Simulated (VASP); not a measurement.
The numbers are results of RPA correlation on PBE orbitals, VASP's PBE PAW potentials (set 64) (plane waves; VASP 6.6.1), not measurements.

VASP input:

**KPOINTS**
```
Automatic mesh
0
Gamma
4 4 4
0 0 0
```

POSCAR:
```
LiH
2.0668450
  0.0000000000   1.0000000000   1.0000000000
  1.0000000000   0.0000000000   1.0000000000
  1.0000000000   1.0000000000   0.0000000000
Li H
1 1
Cart
  0.0000000000   0.0000000000   0.0000000000
  1.0000000000   1.0000000000   1.0000000000
```

**INCAR**
```
# general
SYSTEM  = LiH
PREC    = Normal
ENCUT   = 500
LREAL   = .FALSE.   # projection in real space or not
LASPH   = .TRUE.   # aspherical one-centre terms
NBANDS  = 464

# electronic loop
ALGO    = ACFDT

# smearing
ISMEAR  = 0
SIGMA   = 0.01

# functional
GGA     = PE

# output
LWAVE   = .FALSE.
LCHARG  = .FALSE.

# other
NOMEGA  = 12
ENCUTGW = 300
```

POTCAR, in this order: Li_sv_GW H_GW (PBE.64 set). Program: vasp_std. Read from the step before: WAVECAR, WAVEDER.

Output of the run:

**OSZICAR**
```
energies w=
    0.000    0.691    0.000    2.232    0.000    4.306    0.000    7.451
    0.000   12.547    0.000   21.115    0.000   35.892    0.000   61.951
    0.000  109.105    0.000  197.943    0.000  381.786    0.000  902.628
NQ=   1    0.0000    0.0000    0.0000,
 performed        694000 updates of chi_q(r,r)
NQ=   2    0.2500    0.0000    0.0000,
 performed       1388000 updates of chi_q(r,r)
NQ=   3    0.5000    0.0000    0.0000,
 performed       2082000 updates of chi_q(r,r)
NQ=   4    0.2500    0.2500    0.0000,
 performed       2776000 updates of chi_q(r,r)
NQ=   5    0.5000    0.2500    0.0000,
 performed       3470000 updates of chi_q(r,r)
NQ=   6   -0.2500    0.2500    0.0000,
 performed       4164000 updates of chi_q(r,r)
NQ=   7    0.5000    0.5000    0.0000,
 performed       4858000 updates of chi_q(r,r)
NQ=   8   -0.2500    0.5000    0.2500,
 performed       5552000 updates of chi_q(r,r)
```

File OUTCAR:
```


      cutoff energy     smooth cutoff   RPA   correlation   Hartree contr. to MP2
---------------------------------------------------------------------------------
            300.000           240.000       -3.3138036881       -4.3571724242
            285.714           228.571       -3.2725272507       -4.3110279915
            272.109           217.687       -3.2305838556       -4.2641438037
            259.151           207.321       -3.1878889493       -4.2164415472
            246.811           197.449       -3.1454316063       -4.1690306281
            235.058           188.046       -3.1026201457       -4.1212468128
            223.865           179.092       -3.0599016741       -4.0735999195
            213.204           170.564       -3.0172822807       -4.0260858517
  linear regression
  converged value                           -3.7466273272       -4.8403685052
```
(Selected blocks of OUTCAR.)

The mesh is coarse, so the correlation energy is not converged in k-points.

The compound is LiH in the rock salt structure. This cell is one point of a volume scan, at 1.04 of the reference volume. The k-mesh is coarse (spacing up to 0.66 per Å, 2π included), so the numbers may not be converged in it.
